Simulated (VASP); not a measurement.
Consider the following.

```
ZrC
1.0
    0.00000     2.34212     2.34212
    2.34212     0.00000     2.34212
    2.34212     2.34212     0.00000
Zr C
1 1
Direct
  0.00000   0.00000   0.00000
  0.50000   0.50000   0.50000
```

Level of theory: vdW-DF-cx, VASP's PBE PAW potentials (set 64) (plane waves; VASP). Run with 520 eV cut-off, Gaussian smearing of 0.050 eV, potentials Zr_sv C.

Estimate the band gap (along the path) with the smallest direct gap where there is one.

| Property | Value |
|---|---|
| band gap (along the path) | none (metal, semimetal or under 0.01 eV) |

The compound is ZrC in the rock salt structure. It was relaxed first.
